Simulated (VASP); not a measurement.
Given:

```xyz
3
Lattice="1.5592 -2.7006 0.0000 1.5592 2.7006 0.0000 0.0000 0.0000 3.4633" Properties=species:S:1:pos:R:3 pbc="T T T"
Zr     0.0000     0.0000     0.0000
B      1.5592     0.9002     1.7317
B      1.5592    -0.9002     1.7317
```

Computed with PBEsol GGA, VASP's PBE PAW potentials (set 64) (plane waves; VASP 6.6.1). Numerical set-up: 620 eV cut-off, 11×11×9 Γ-centred mesh, first-order Methfessel-Paxton smearing of 0.10 eV, potentials Zr_sv B.

Energy and stress use the plane-wave basis of the starting cell.

**Question.** The ions, cell shape and volume at an external pressure of 20.0 GPa are relaxed. Give the cell that the relaxation ends in.

**Answer.** 
```xyz
3
Lattice="1.5433 -2.6732 0.0000 1.5433 2.6732 0.0000 0.0000 0.0000 3.4205" Properties=species:S:1:pos:R:3 pbc="T T T"
Zr     0.0000     0.0000     0.0000
B      1.5433     0.8911     1.7103
B      1.5433    -0.8911     1.7103
```
Space group P6/mmm (191), at a tolerance of 0.03 Å.

**Question.** How do energy and volume change from the first to the last step?

**Answer.** The energy (σ→0) changes by +29.1 meV/atom and the volume by -3.2 %, in 5 ionic steps.

The compound is ZrB2 in the AlB2 type structure. This run relaxes it under an external pressure of 20 GPa. Symmetry was kept, so distortions that lower it aren't found.
